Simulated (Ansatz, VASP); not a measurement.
# Cross-check of PbO2 between VASP and Ansatz

One calculation is typed for both programs; each brings its own data sets and cutoff. How far apart do they land? The cell is a member of a volume series, scaled by 0.94 from a relaxed one, so a pressure remains.

Program: Ansatz 0.2.0. Level of theory: plane waves, with VASP 6.6.1 beside it; single point at PBE with D4. Results are calculated unless marked as measured.

### 1. The starting structure

Symmetry: P4_2/mnm, No. 136, tetragonal system. Conventional cell: a = 4.921 Å, b = 4.921 Å, c = 3.372 Å, α = 90.00°, β = 90.00°, γ = 90.00°. Pb has 6 O at 2.14 to 2.15 Å nearest. Nearest to O lie 3 Pb at 2.14 to 2.15 Å. Farther neighbours and most contacts between anions are not listed.

### 2. Ansatz: single point, PBE with D4, volume scaled by 0.94

Ansatz runs on its default PAW (the set named soft_2) files.

A single point gives forces, pressure and levels at one fixed geometry, so differences don't come from the geometry; what else differs is listed under the comparison.

File input.yaml:

```yaml
crystal:
  lattice:
    - [4.9208382334, 0.0, 0.0]
    - [0.0, 4.9208382334, 0.0]
    - [0.0, 0.0, 3.3724000981]
  atoms:
    - { symbol: Pb, position: [0.5, 0.5, 0.5] }
    - { symbol: Pb, position: [0.0, 0.0, 0.0] }
    - { symbol: O, position: [0.6926567864, 0.6926567864, 0.0] }
    - { symbol: O, position: [0.8073432136, 0.1926567864, 0.5] }
    - { symbol: O, position: [0.1926567864, 0.8073432136, 0.5] }
    - { symbol: O, position: [0.3073432136, 0.3073432136, 0.0] }
hamiltonian:
  xc: pbe
  pseudopotentials: { kind: paw }
  dispersion: d4
kpoints:
  mp_grid: { grid: [4, 4, 6] }
scf:
  occupations: { method: gaussian, width: 0.05 }
  n_extra_bands: 5
output:
  forces: true
  stress: true
  eigenvalues: true
  write_density: true
  write_potential: true
  elf: true
  volumetric_format: npy
```

Run with:

```bash
ansatz run input.yaml --threads 4 --pin off --max-ram 9216MiB --backend cpu --events-out ev --progress --plain --runs-dir out
```

Numbers of over 12 decimals in the logs are rounded to 6 here.

Output:

```text
scf.n_extra_bands = 5 over 26 filled bands (N_el = 52.0): the run solves 31 bands
Engine: ansatz 0.2.0, aarch64-unknown-linux-gnu
Pseudopotentials: kind: paw
Pseudopotential: Pb, paw, valence charge 14, recommended cutoff 420 eV (normal), Pb.paw.azcp
Pseudopotential: O, paw, valence charge 6, recommended cutoff 420 eV (normal), O.paw.azcp
Functional definition: PBE
  parameter kappa = 0.804
  parameter beta = 0.066725
  exchange = pbe_x(kappa = kappa, mu = beta*pi^2/3)
  correlation = pbe_c(beta = beta)
Crystal: 6 atoms, lattice volume = 81.661 Å³
Basis set: ecut = 420 eV, 1591 PW (Γ), exchange–correlation on 72×72×48 points (8 copies of the dense FFT grid, shifted against one another)
Bands: 31, of which v1, the nominal top of the filled ones, is band 26 counted from 1 (25 counted from 0)
Symmetry: 16 space group operations
Space group: P42/mnm (ITA 136), of the structure as read, at distance tolerance 4.3e-5 Å
k-points: 24 of 96
Non-local potential: Pb, projectors of the file, l = 0: 2, l = 1: 2, l = 2: 2, l = 3: 2
Non-local potential: O, projectors of the file, l = 0: 2, l = 1: 2, l = 2: 1
PAW form: soft (Blöchl's): semilocal exchange-correlation on the pseudo side does not see the compensation charge
PAW one-centre angular grid: Pb, 590 points (default); XC on 64 Gauss nodes
PAW one-centre angular grid: O, 110 points (default); XC on 64 Gauss nodes
Initial density: superposition of atomic densities (neutral atoms: chi_scale 0, normalization atom), corrected by the library's trained network
Initial wavefunctions: pseudopotential atomic-orbital guess
Functional: x = pbe(κ = 0.804, μ = 0.219515), c = pbe(β = 0.066725)
SCF iter   1: F=—  HF=-26078.832455 eV  |F-HF|=—  |Δ(HF+E_count)|=         —  Δρ=3.09e-3  dr2=5.86e-3  ethr=1.77e-3  ⟨swp⟩=6.8  Hψ=3542  notcnv=0
preconditioner: auto → Resta (q_TF=auto, 2.531 Å⁻¹)  ε∞=4.4  [insulator: Δε(μ)=0.179 eV  Ē_g=15.953 eV  σ=0.050 eV  W_gap=0.99  n_scr=18 (ndim 8)  ℏωp=29.6 eV  f_vac=0.047  D(μ)=0.04/eV (n_scr^D=0)  ε∞_Penn≈4.4]
SCF iter   2: F=—  HF=-26078.832270 eV  |F-HF|=—  |Δ(HF+E_count)|=   1.85e-4  Δρ=1.40e-3  dr2=8.48e-4  ethr=1.13e-5  ⟨swp⟩=2.4  Hψ=1571  notcnv=0  defer=9
SCF iter   3: F=—  HF=-26078.832516 eV  |F-HF|=—  |Δ(HF+E_count)|=   2.46e-4  Δρ=6.71e-4  dr2=3.12e-4  ethr=1.63e-6  ⟨swp⟩=2.5  Hψ=1011  notcnv=0  defer=9
SCF iter   4: F=—  HF=-26078.832684 eV  |F-HF|=—  |Δ(HF+E_count)|=   1.68e-4  Δρ=1.09e-4  dr2=1.00e-5  ethr=6.01e-7  ⟨swp⟩=2.2  Hψ=1202  notcnv=0  defer=9
SCF iter   5: F=—  HF=-26078.832550 eV  |F-HF|=—  |Δ(HF+E_count)|=   1.34e-4  Δρ=2.23e-5  dr2=3.96e-7  ethr=1.93e-8  ⟨swp⟩=2.4  Hψ=1322  notcnv=0  defer=9
SCF iter   6: F=-26078.832551 eV  HF=-26078.832551 eV  |F-HF|=1.22e-8  |Δ(HF+E_count)|=   4.92e-7  Δρ=5.27e-6  dr2=2.85e-8  ethr=1.92e-10  ⟨swp⟩=16.5  Hψ=6754  notcnv=0
SCF 1 converged in 6 iterations: F = -26078.832551 eV  dr2 = 2.85e-8
  greatest PAW one-centre occupation: 0.988 electrons in one spin orbital (limit 2), on the Pb atom at site 1 (counted from 0), in its partial waves of l = 2
SCF converged after 6 iterations
Free energy (F): -26078.832551 eV
Harris-Foulkes:  -26078.832551 eV  (|F-HF|=1.22e-8)
Internal energy: -26078.832512 eV  (E = F + TS)
E sigma→0 (E₀):  -26078.832531 eV
Entropy (-TS):   -0.000039 eV (-0.006 meV/atom)
Fermi energy:    8.471853 eV
--- Per-component energies (eV) ---
  E_band       = -57.345830
  E_kinetic    = 1287.519706
  E_local      = -3360.238965  (includes V_loc(G=0)·N_el)
  E_nonlocal   = 905.436338
  E_hartree    = 1297.858372
  E_xc         = -727.611753
  E_vxc        = -631.604797  (∫ρ·V_xc dr)
  E_paw        = -21470.454427  (= ΣΔE_a)
  E_vpaw       = -854.185089  (= ΣTr[D̂ρ^β])
  E_aug_tail   = 0.009760  (compensation charges beyond the density's cutoff)
  E_ewald      = -4009.735883
  E_disp       = -1.615660  (pairwise vdW)
  E_smearing   = -0.000039  (= −TS)
  E_closure    = 0.000000  (closes the sum)
  Σ components = -26078.832551   (vs F -26078.832551, Δ=0.00e0)
--- Forces (eV/Å), atoms counted from 1 ---
  atom   1  Pb    -0.00000000    -0.00000000    -0.00000000
  atom   2  Pb     0.00000000    -0.00000000    -0.00000000
  atom   3  O      0.09499082     0.09499082     0.00000000
  atom   4  O     -0.09499082     0.09499082     0.00000000
  atom   5  O      0.09499082    -0.09499082    -0.00000000
  atom   6  O     -0.09499082    -0.09499082     0.00000000
  max |Σ_I F_I| component: 1.39e-17 eV/Å
--- Stress (GPa, compression-positive) ---
        8.319944       0.000000       0.000000
        0.000000       8.319944       0.000000
        0.000000       0.000000      11.264444
  P = ⅓ Tr σ = 9.3014 GPa (93.014 kbar)
--- Band table (eV; the first three rows and the last of 24) ---
  k-point 0: bands = [... 22 lower, 7.8584, 7.9403, 7.9403, 7.9861, 8.5557, 13.1005, 14.5517, 14.5517, ... 1 higher]
  k-point 1: bands = [... 22 lower, 7.1117, 7.9564, 7.9564, 8.3680, 9.5031, 13.2869, 15.5109, 15.5109, ... 1 higher]
  k-point 2: bands = [... 22 lower, 6.7827, 7.8220, 7.8220, 7.8859, 11.3657, 13.2674, 16.8282, 17.2837, ... 1 higher]
  k-point 23: bands = [... 22 lower, 7.7832, 7.7832, 7.9276, 7.9276, 11.6403, 11.6403, 17.0267, 17.0267, ... 1 higher]
```

Elapsed: 1.5 s, on 4 threads of Arm Neoverse V1, shared host; peak memory 0.41 GiB; 5.3 s of CPU time.

In the SCF lines HF is the Harris–Foulkes energy and dr2 the Hartree energy of the density residual, in eV; the loop may stop once dr2 is under the threshold and the program's other checks hold. Hψ counts applications of the Hamiltonian.

The run ends at a pressure of 9.30 GPa, with forces up to 0.13 eV/Å.

### 3. VASP: single point, PBE with D4, volume scaled by 0.94

The same cell, functional, mesh and smearing now go to VASP, with its own data sets and cutoff.

Lines of VASP's logs that name or quote its potential files are left out, and so is its time.

File INCAR:

```
SYSTEM = PbO2
PREC = Accurate
ENCUT = 520
EDIFF = 1E-06
NELM = 100
ISMEAR = 0
SIGMA = 0.05
LREAL = .FALSE.
ALGO = Normal
GGA = PE
IVDW = 13
NBANDS = 32
LORBIT = 11
LWAVE = .FALSE.
LCHARG = .FALSE.
KPAR = 2
ISIF = 2
```

File POSCAR:

```
PbO2
1.0
    4.9208382334      0.0000000000      0.0000000000
    0.0000000000      4.9208382334      0.0000000000
    0.0000000000      0.0000000000      3.3724000981
Pb O
2 4
Direct
    0.5000000000      0.5000000000      0.5000000000
    0.0000000000      0.0000000000      0.0000000000
    0.6926567864      0.6926567864      0.0000000000
    0.8073432136      0.1926567864      0.5000000000
    0.1926567864      0.8073432136      0.5000000000
    0.3073432136      0.3073432136      0.0000000000
```

File KPOINTS:

```
Automatic mesh
0
Gamma
4 4 6
0 0 0
```

PAW data sets: Pb_d and O (PBE family, release 64).

Run with:

```bash
mpirun -np 2 vasp_std
```

Output:

```text
[banner, memory and clock lines left out]
running    2 mpi-ranks, on    1 nodes
 distrk:  each k-point on    1 cores,    2 groups
 distr:  one band on    1 cores,    1 groups

 POSCAR found type information on POSCAR PbO
 POSCAR found :  2 types and       6 ions
 LDA part: xc-table for (Slater+PW92), standard interpolation
 POSCAR, INCAR and KPOINTS ok, starting setup
 FFT: planning ... GRIDC
 FFT: planning ... GRID_SOFT
 FFT: planning ... GRID
 WAVECAR not read
 entering main loop
       N       E                     dE             d eps       ncg     rms          rms(c)
DAV:   1     0.690250931249E+03    0.69025E+03   -0.26640E+04  1560   0.201E+03
DAV:   2     0.514085063927E+02   -0.63884E+03   -0.61286E+03  1736   0.548E+02
DAV:   3    -0.337547739557E+02   -0.85163E+02   -0.83081E+02  1952   0.221E+02
DAV:   4    -0.373347329941E+02   -0.35800E+01   -0.35685E+01  1816   0.490E+01
DAV:   5    -0.374966867366E+02   -0.16195E+00   -0.16193E+00  2120   0.960E+00    0.143E+01
DAV:   6    -0.315755131108E+02    0.59212E+01   -0.23535E+01  2400   0.574E+01    0.437E+00
DAV:   7    -0.316296777956E+02   -0.54165E-01   -0.17675E+00  1736   0.997E+00    0.275E+00
DAV:   8    -0.316261215305E+02    0.35563E-02   -0.43134E-01  2360   0.713E+00    0.117E+00
DAV:   9    -0.315966895675E+02    0.29432E-01   -0.11085E-01  2520   0.451E+00    0.127E-01
DAV:  10    -0.315981637737E+02   -0.14742E-02   -0.98871E-03  1752   0.597E-01    0.109E-01
DAV:  11    -0.315981679999E+02   -0.42262E-05   -0.40466E-04  2448   0.222E-01    0.327E-02
DAV:  12    -0.315981613468E+02    0.66531E-05   -0.45977E-05  2288   0.657E-02    0.126E-02
DAV:  13    -0.315981580372E+02    0.33096E-05   -0.14087E-05  2072   0.519E-02    0.298E-03
DAV:  14    -0.315981588593E+02   -0.82207E-06   -0.24621E-06  1496   0.167E-02
   1 F= -.33213121E+02 E0= -.33213108E+02  d E =-.264164E-04
```

From OUTCAR (step 3):

```text
ion  position               nearest neighbor table
   1  0.500  0.500  0.500-   4 2.14   5 2.14   3 2.15   6 2.15   3 2.15   6 2.15   2 3.87   2 3.87
                             2 3.87   2 3.87   2 3.87   2 3.87   2 3.87   2 3.87
   2  0.000  0.000  0.000-   3 2.14   6 2.14   5 2.15   4 2.15   4 2.15   5 2.15   1 3.87   1 3.87
                             1 3.87   1 3.87   1 3.87   1 3.87   1 3.87   1 3.87
   3  0.693  0.693  0.000-   2 2.14   1 2.15   1 2.15
   4  0.807  0.193  0.500-   1 2.14   2 2.15   2 2.15
   5  0.193  0.807  0.500-   1 2.14   2 2.15   2 2.15
   6  0.307  0.307  0.000-   2 2.14   1 2.15   1 2.15

  LATTYP: Found a simple tetragonal cell.
 ALAT       =     4.9208382334
 C/A-ratio  =     0.6853304129

 Subroutine GETGRP returns: Found 16 space group operations
 (whereof  8 operations were pure point group operations)

The static configuration has the point symmetry D_2h.
 The point group associated with its full space group is D_4h.

 Found     24 irreducible k-points:

   k-points           NKPTS =     24   k-points in BZ     NKDIM =     24   number of bands    NBANDS=     32

   dimension x,y,z NGX =    40 NGY =   40 NGZ =   28
   dimension x,y,z NGXF=    80 NGYF=   80 NGZF=   56

   ENCUT  =  520.0 eV  38.22 Ry    6.18 a.u.   9.15  9.15  6.27*2*pi/ulx,y,z

   NELECT =      52.0000    total number of electrons

 k-points in reciprocal lattice and weights: Automatic mesh
   0.00000000  0.00000000  0.00000000       0.010
   0.25000000  0.00000000  0.00000000       0.042
   0.50000000  0.00000000  0.00000000       0.021
   0.25000000  0.25000000  0.00000000       0.042
   0.50000000  0.25000000  0.00000000       0.042
   0.50000000  0.50000000  0.00000000       0.010
   0.00000000  0.00000000  0.16666667       0.021
   0.25000000  0.00000000  0.16666667       0.083
   0.50000000  0.00000000  0.16666667       0.042
[...]
0.50000000  0.25000000  0.50000000       0.042
   0.50000000  0.50000000  0.50000000       0.010

 average (electrostatic) potential at core
       1 -90.8245       2 -90.8245       3 -69.1967       4 -69.1967       5 -69.1967
       6 -69.1967

 E-fermi :   4.6266

 k-point     1 :       0.0000    0.0000    0.0000
  band No.  band energies     occupation
    ...
     22       4.0068      2.00000
     23       4.0068      2.00000
     24       4.0750      2.00000
     25       4.0750      2.00000
     26       4.1122      2.00000
     27       4.7157      0.01176
     28       9.2180      0.00000
     29      10.6794      0.00000
     30      10.6794      0.00000
     31      14.4809      0.00000
    ...

 k-point     2 :       0.2500    0.0000    0.0000
  band No.  band energies     occupation
    ...
     22       3.8227      2.00000
     23       4.0356      2.00000
     24       4.0557      2.00000
     25       4.0815      2.00000
     26       4.4894      1.99990
     27       5.4617      0.00000
     28       8.7362      0.00000
     29      10.9155      0.00000
     30      11.0039      0.00000
     31      14.5964      0.00000
    ...

 k-point     3 :       0.5000    0.0000    0.0000
  band No.  band energies     occupation
    ...
     22       3.2834      2.00000
     23       4.0227      2.00000
     24       4.0227      2.00000
     25       4.2469      2.00000
     26       4.2469      2.00000
     27       7.3717      0.00000
     28       7.3717      0.00000
     29      11.2967      0.00000
     30      11.2967      0.00000
     31      14.8046      0.00000
    ...

  DFT-D4 for vdW energy calculation

  Edisp (eV):   -1.61496

  Total       4.35416     4.35416     5.93712     0.00000     0.00000     0.00000
  in kB      85.42742    85.42742   116.48486     0.00000     0.00000     0.00000
  external pressure =       95.78 kB  Pullay stress =        0.00 kB

  energy-cutoff  :      520.00
  volume of cell :       81.66
      direct lattice vectors                 reciprocal lattice vectors
     4.920838233  0.000000000  0.000000000     0.203217410  0.000000000  0.000000000
     0.000000000  4.920838233  0.000000000     0.000000000  0.203217410  0.000000000
     0.000000000  0.000000000  3.372400098     0.000000000  0.000000000  0.296524722

 POSITION                                       TOTAL-FORCE (eV/Angst)
 -----------------------------------------------------------------------------------
      2.46042      2.46042      1.68620         0.000000      0.000000     -0.000000
      0.00000      0.00000      0.00000         0.000000      0.000000     -0.000000
      3.40845      3.40845      0.00000         0.099661      0.099661      0.000000
      3.97281      0.94803      1.68620        -0.099661      0.099661      0.000000
      0.94803      3.97281      1.68620         0.099661     -0.099661     -0.000000
      1.51239      1.51239      0.00000        -0.099661     -0.099661     -0.000000
 -----------------------------------------------------------------------------------
    total drift:                                0.000000     -0.000000      0.000000

  FREE ENERGIE OF THE ION-ELECTRON SYSTEM (eV)
  ---------------------------------------------------
  free  energy   TOTEN  =       -33.2131210749 eV

  energy  without entropy=      -33.2130946585  energy(sigma->0) =      -33.21310787

 total charge
# of ion       s       p       d       tot
------------------------------------------
    1        1.026   0.819  10.057  11.901
    2        1.026   0.819  10.057  11.901
    3        1.579   3.419   0.000   4.998
    4        1.579   3.419   0.000   4.998
    5        1.579   3.419   0.000   4.998
    6        1.579   3.419   0.000   4.998
--------------------------------------------------
tot          8.366  15.314  20.113  43.793

[... 3 further parts left out ...]
```

The scan keeps the cell's shape and the fractional positions fixed.

### 4. Differences

Known differences besides the potentials themselves: the cutoff is 420 eV in Ansatz and 520 eV in VASP; VASP leaves aspherical gradient terms in its spheres out (LASPH is not set), Ansatz keeps them. Total energies have different zeros and are not compared.

Both answers:

```
                                        quantity  Ansatz   VASP  difference
                                  pressure (GPa)    9.30   9.58       -0.28
pressure without Ansatz's Pulay correction (GPa)    8.71   9.58       -0.87
                          gap on the k mesh (eV)   0.188  0.189      -0.001
```

Forces (eV/Å; atoms numbered as in POSCAR):

```
atom         Ansatz x, y, z           VASP x, y, z
 Pb1    0.000, 0.000, 0.000    0.000, 0.000, 0.000
 Pb2    0.000, 0.000, 0.000    0.000, 0.000, 0.000
  O3    0.095, 0.095, 0.000    0.100, 0.100, 0.000
  O4   -0.095, 0.095, 0.000   -0.100, 0.100, 0.000
  O5   0.095, -0.095, 0.000   0.100, -0.100, 0.000
  O6  -0.095, -0.095, 0.000  -0.100, -0.100, 0.000
```

The forces differ by 3.1 meV/Å r.m.s., which is 4.7 % of the r.m.s. force of 0.07 eV/Å (both taken over all components). A gap on the mesh is an upper bound, since the band edges may lie between its points; neither run holds spin-orbit coupling, which can move the band edges of a compound of Pb. Ansatz's pressure holds a Pulay correction of 0.60 GPa; VASP's holds none.

### 5. Ansatz: single point, PBE with D4, volume scaled by 1.04

A single point gives forces, pressure and levels at one fixed geometry, so differences don't come from the geometry; what else differs is listed under the comparison. The cell compared in this pair holds 90.35 Å³, against 81.66 Å³ for the pair before.

The cell is a member of a volume series, scaled by 1.04 from a relaxed one, so a pressure remains.

Edit input.yaml of step 2 so:

```diff
@@ -2,5 +2,5 @@
   lattice:
-    - [4.9208382334, 0.0, 0.0]
-    - [0.0, 4.9208382334, 0.0]
-    - [0.0, 0.0, 3.3724000981]
+    - [5.0894898228, 0.0, 0.0]
+    - [0.0, 5.0894898228, 0.0]
+    - [0.0, 0.0, 3.4879821614]
   atoms:
@@ -25,5 +25 @@
   eigenvalues: true
-  write_density: true
-  write_potential: true
-  elf: true
-  volumetric_format: npy
```

Run with:

```bash
ansatz run input.yaml --threads 4 --pin off --max-ram 9216MiB --backend cpu --events-out ev --progress --plain --runs-dir out
```

Output:

```text
[...]
Crystal: 6 atoms, lattice volume = 90.349 Å³
Basis set: ecut = 420 eV, 1771 PW (Γ), exchange–correlation on 72×72×48 points (8 copies of the dense FFT grid, shifted against one another)
Bands: 31, of which v1, the nominal top of the filled ones, is band 26 counted from 1 (25 counted from 0)
Symmetry: 16 space group operations
[...]
k-points: 24 of 96
[...]
k-point 0: bands = [... 22 lower, 6.3970, 6.3970, 6.5439, 6.5439, 7.1589, 10.7789, 12.6943, 12.6943, ... 1 higher]
  k-point 1: bands = [... 22 lower, 5.6749, 6.5933, 6.5933, 7.0043, 7.4999, 10.9371, 13.5614, 13.5614, ... 1 higher]
  k-point 2: bands = [... 22 lower, 5.6196, 6.4831, 6.4831, 6.5997, 9.1593, 10.9108, 14.8432, 15.1921, ... 1 higher]
  k-point 23: bands = [... 22 lower, 6.4676, 6.4676, 6.6165, 6.6165, 9.4525, 9.4525, 15.1415, 15.1415, ... 1 higher]
[key lines of the parts left out:]
SCF converged after 6 iterations
Free energy (F): -26078.912085 eV
Fermi energy:    7.086557 eV
P = ⅓ Tr σ = -4.9000 GPa (-49.000 kbar)
```

Run time: 1.2 s. Hardware: 4 threads; peak memory 0.41 GiB; 4.2 s of CPU time.

The run ends at a pressure of -4.90 GPa, with forces up to 0.093 eV/Å.

(Continued in part 2 of 2.)

[Lines on the potential files, build, host, timing and source positions are cut from VASP's logs without a mark.]

[Logs are printed without paths, hosts, clocks, repeated set-up lines and the standing remarks that a program may print on its own settings, such as how far it seeks lower states.]

[Hosts, paths, dates, database ids (printed as entryN), source tags and the programs' standing remarks are cut or masked in the printed files.]
